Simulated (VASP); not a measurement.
Input:

```
CELL_PARAMETERS angstrom
      0.00000     2.75198     2.75198
      2.75198     0.00000     2.75198
      2.75198     2.75198     0.00000
ATOMIC_POSITIONS crystal
  Ga 0.00000 0.00000 0.00000
  P  0.25000 0.25000 0.25000
```

The numbers are results of r2SCAN meta-GGA, VASP's PBE PAW potentials (set 64) (plane waves; VASP 6.6.1), not measurements. Run with 520 eV cut-off, 8×8×8 Γ-centred mesh, Gaussian smearing of 0.050 eV, potentials Ga_d P.

Q: Estimate the energy per atom (σ→0), pressure, band gap (on the k-mesh) with the smallest direct gap where there is one.

A: 
- band gap (on the k-mesh): 1.94 eV
- smallest direct gap (on the k-mesh): 2.09 eV
- energy per atom (σ→0): -10.727 eV/atom
- pressure: -2.42 GPa

Total energies compare only between runs with the same potentials, cut-off and functional.

The compound is GaP in the zinc blende structure. This cell is one point of a volume scan, at 1.03 of the reference volume.
